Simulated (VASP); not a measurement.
Energy against volume of PtAl$_{2}$ (fluorite). Level of theory: r2SCAN meta-GGA, VASP's PBE PAW potentials (set 64) (plane waves; VASP). Run with 520 eV cut-off, 9×9×9 Γ-centred mesh, first-order Methfessel-Paxton smearing of 0.10 eV, potentials Al Pt.

```
V (Å³/atom)  E (eV/atom)
-----------  -----------
16.086         -22.60867
16.599         -22.63231
17.113         -22.63967
17.626         -22.63318
```

Task: Fit these four points and predict the energy of the run at 18.139 Å³/atom.

Result: A cubic in V^(−2/3), the third-order Birch-Murnaghan form, passes through the four points with V0 = 17.11 Å³/atom and B0 = 144 GPa, and gives -22.6149 eV/atom there. The run gave -22.6149 eV/atom, +0.0 meV/atom from the fit; all five points give B0 = 144 GPa.

The compound is PtAl2 in the fluorite structure. It was relaxed first.
